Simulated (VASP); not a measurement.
Given:

```xyz
2
Lattice="0.0000 2.5423 2.5423 2.5423 0.0000 2.5423 2.5423 2.5423 0.0000" Properties=species:S:1:pos:R:3 pbc="T T T"
Eu     0.0000     0.0000     0.0000
O      2.5423     2.5423     2.5423
```

Computed with vdW-DF2, VASP's PBE PAW potentials (set 64) (plane waves; VASP). Run with 520 eV cut-off, Gaussian smearing of 0.050 eV, potentials Eu_2 O.

The 4f electrons are frozen in the core of the lanthanide potential, so 4f levels, which can set the real gap, and their magnetism are missing.

Q: Give the energies of bands 5 to 10 at the high-symmetry points, in eV from the valence-band maximum.

A: 
```
band     Γ      X      U      L      W
----  ----  -----  -----  -----  -----
5     0.00  -0.18  -0.97  -2.31  -1.24
6     0.00   0.00  -0.60  -1.30  -0.28
7     0.00   0.00  -0.28  -1.30  -0.28
8     4.25   2.96   4.62   6.52   5.95
9     5.94   7.93   8.09   8.80   5.95
10    5.94  10.41   8.99   8.80   8.82
```

The gap is direct, 2.96 eV, from the valence maximum at X to the conduction minimum at X.

The compound is EuO in the rock salt structure. It was relaxed first.
